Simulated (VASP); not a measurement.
Output of a VASP run:

**OSZICAR**
```
       N       E                     dE             d eps       ncg     rms          rms(c)
DAV:   1     0.183911289261E+03    0.18391E+03   -0.13567E+04  1470   0.178E+03
DAV:   2    -0.385319260860E+01   -0.18776E+03   -0.18137E+03  1470   0.325E+02
DAV:   3    -0.136358978747E+02   -0.97827E+01   -0.95470E+01  1575   0.105E+02
DAV:   4    -0.137895608453E+02   -0.15366E+00   -0.15326E+00  1675   0.115E+01
DAV:   5    -0.137939514804E+02   -0.43906E-02   -0.43900E-02  1677   0.186E+00    0.139E+01
DAV:   6    -0.139257112874E+02   -0.13176E+00   -0.19162E+01  1594   0.729E+01    0.997E+00
DAV:   7    -0.125401488377E+02    0.13856E+01   -0.61673E+00  1600   0.425E+01    0.361E+00
DAV:   8    -0.125440648948E+02   -0.39161E-02   -0.37204E-01  1524   0.405E+00    0.103E+00
DAV:   9    -0.125409707916E+02    0.30941E-02   -0.17912E-02  1803   0.181E+00    0.609E-01
DAV:  10    -0.125414773613E+02   -0.50657E-03   -0.36882E-03  1867   0.647E-01    0.255E-01
DAV:  11    -0.125420398142E+02   -0.56245E-03   -0.11816E-03  2081   0.422E-01    0.666E-02
DAV:  12    -0.125420256302E+02    0.14184E-04   -0.33697E-04  1560   0.254E-01    0.158E-02
DAV:  13    -0.125420252324E+02    0.39781E-06   -0.15974E-05  1796   0.418E-02    0.598E-03
DAV:  14    -0.125420248197E+02    0.41267E-06   -0.28220E-06  1239   0.204E-02
   1 F= -.12542025E+02 E0= -.12541811E+02  d E =-.640736E-03
```

### OUTCAR
```
------------------------ aborting loop because EDIFF is reached ----------------------------------------
  FORCE on cell =-STRESS in cart. coord.  units (eV):
  Direction    XX          YY          ZZ          XY          YZ          ZX
  --------------------------------------------------------------------------------------
  Total       -6.7308663     -6.7308663     -6.7308663      0.0000000      0.0000000     -0.0000000
  in kB     -234.9955729   -234.9955729   -234.9955729      0.0000000      0.0000000     -0.0000000
  external PRESSURE =    -234.9955729 kB  Pullay stress =       0.0000000 kB
  volume of cell :       45.89
      direct lattice vectors                 reciprocal lattice vectors
     3.580200000  0.000000000  0.000000000     0.279314005  0.000000000  0.000000000
     0.000000000  3.580200000  0.000000000     0.000000000  0.279314005  0.000000000
     0.000000000  0.000000000  3.580200000     0.000000000  0.000000000  0.279314005
 POSITION                                       TOTAL-FORCE (eV/Angst)
 -----------------------------------------------------------------------------------
      0.00000      0.00000      0.00000         0.000000      0.000000      0.000000
      0.00000      1.79010      1.79010         0.000000      0.000000      0.000000
      1.79010      0.00000      1.79010         0.000000      0.000000      0.000000
      1.79010      1.79010      0.00000         0.000000      0.000000      0.000000
 -----------------------------------------------------------------------------------
    total drift:                                0.000000     -0.000000     -0.000000
  FREE ENERGIE OF THE ION-ELECTRON SYSTEM (eV)
  ---------------------------------------------------
  free  energy   TOTEN  =       -12.5420248197 eV

  energy  without entropy=      -12.5413840835  energy(sigma->0) =      -12.54181124

 total charge

# of ion       s       p       d       tot
------------------------------------------
    1        0.744   0.742   0.000   1.487
    2        0.422   0.424   8.702   9.548
    3        0.422   0.424   8.702   9.548
    4        0.422   0.424   8.702   9.548
--------------------------------------------------
tot          2.009   2.014  26.107  30.130
```
(Selected blocks of OUTCAR.)

POSCAR:
```
Ni3Si
1
    3.5802000000     0.0000000000     0.0000000000
    0.0000000000     3.5802000000     0.0000000000
    0.0000000000     0.0000000000     3.5802000000
Si Ni
1 3
Direct
  0.0000000000   0.0000000000   0.0000000000
  0.0000000000   0.5000000000   0.5000000000
  0.5000000000   0.0000000000   0.5000000000
  0.5000000000   0.5000000000   0.0000000000
```

Task: Write an INCAR and KPOINTS that could have produced this output.

Result: One answer among several that fit: the input of the run itself, PBE GGA + U (Dudarev), plane waves, VASP's PBE PAW potentials (set 64).

KPOINTS:
```
Automatic
0
G
8 8 8
0 0 0
```

### INCAR
```
! general
SYSTEM    = Ni3Si
PREC      = Accurate
ENCUT     = 400
LREAL     = F
LASPH     = T   ! aspherical one-centre terms

! electronic loop
EDIFF     = 1E-6   ! SCF stop (eV)
NELM      = 100   ! most electronic steps
ALGO      = Normal   ! blocked Davidson
LMAXMIX   = 4

! smearing
ISMEAR    = 1
SIGMA     = 0.1   ! width (eV)

! functional
GGA       = PE   ! PBE

! DFT+U
LDAU      = T
LDAUTYPE  = 2
LDAUL     = -1 2
LDAUU     = 0 6.0
LDAUJ     = 0 0
LDAUPRINT = 1

! ions
ISIF      = 2   ! forces and stress, cell fixed

! output
LWAVE     = F
LCHARG    = F
LORBIT    = 10
```

POTCAR, in this order: Si Ni (PBE.64 set). Program: vasp_std.

The compound is Ni3Si in the L1_2 structure. The cell was not relaxed at this level. The run is one of a series of settings (LDAU = .TRUE., LDAUJ = 0 0, LDAUL = -1 2, LDAUTYPE = 2, LDAUU = 0 6.0 against the base run), some of them coarse on purpose. The run is not spin-polarised, so no magnetic state was tried.
